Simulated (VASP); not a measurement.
VASP ran on this input.

File POSCAR:
```
CdTe
1
    0.0000000000     3.0774431546     3.0774431546
    3.0774431546    -0.0000000000     3.0774431546
    3.0774431546     3.0774431546     0.0000000000
Cd Te
1 1
Direct
  0.0000000000   0.0000000000   0.0000000000
  0.2500000000   0.2500000000   0.2500000000
```

### KPOINTS
```
Automatic mesh
0
Gamma
8 8 8
0 0 0
```

### INCAR
```
SYSTEM = CdTe
PREC = Accurate
ENCUT = 500
EDIFF = 1E-6
NELM = 100
ALGO = Normal
LREAL = .FALSE.
LASPH = .TRUE.
ISMEAR = 0
SIGMA = 0.05
GGA = PS
LMAXMIX = 4
LWAVE = .FALSE.
LCHARG = .FALSE.
IBRION = 2
ISIF = 3
NSW = 40
EDIFFG = -0.02
PSTRESS = 100
```

POTCAR, in this order: Cd Te (PBE.64 set). Program: vasp_std.

Question: Translate this PBEsol calculation to Ansatz.

Answer: One equivalent input (not run):
Ansatz 0.2 input:
```yaml
crystal:
  lattice:
    - [0.0000000, 3.0774432, 3.0774432]
    - [3.0774432, 0.0000000, 3.0774432]
    - [3.0774432, 3.0774432, 0.0000000]
  atoms:
    - { symbol: Cd, position: [0.0000000, 0.0000000, 0.0000000] }
    - { symbol: Te, position: [0.2500000, 0.2500000, 0.2500000] }
kpoints:
  mp_grid: { grid: [8, 8, 8] }
hamiltonian:
  xc: pbesol
  pseudopotentials: { kind: paw }
scf:
  occupations: { method: gaussian, width: 0.05 }
  max_iter: 100
relax:
  max_steps: 40
  f_tol: 0.02
  cell: { p_target: 10 }
output: { forces: true, stress: true, eigenvalues: true }
```
Limits of the translation: each code has its own PAW files, so the cut-off isn't converted (ENCUT is set for VASP's; basis.ecutwfc is left out, and Ansatz then takes the one that its files recommend); Ansatz stops its SCF on the density residual and VASP on the energy change (EDIFF).

The compound is CdTe in the zinc blende structure. It was relaxed first under an external pressure of 10 GPa.
